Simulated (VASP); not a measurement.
Ni (fcc): the bulk modulus from VASP (plane waves, PAW) at several levels of theory. Static lattice, third-order Birch-Murnaghan fit over five volumes.

```
level  bulk modulus (GPa)  error against measurement
-----  ------------------  -------------------------
LDA                   254                    +31.9 %
PBE                   197                     +2.6 %
```

Measured: 192 GPa at 0 K (as given by Daniel Mejia-Rodriguez et al., Physical Review B (2018), arXiv:1807.09216; 0 K value with the zero-point phonon effect removed).

The cell of the LDA run:

```
CELL_PARAMETERS angstrom
      0.00000     1.71136     1.71136
      1.71136     0.00000     1.71136
      1.71136     1.71136     0.00000
ATOMIC_POSITIONS crystal
  Ni 0.00000 0.00000 0.00000
```
Starting moments (μB, in the order of the record's atoms Ni): 0.6.

Only levels that ran to the end are used. Left out are those held back, those with too coarse a band path, GW runs whose mesh misses a band edge, hybrids' fits of cells that aren't cubic and levels without matching references; a question may draw on a part of the rest.

The compound is Ni in the fcc structure.
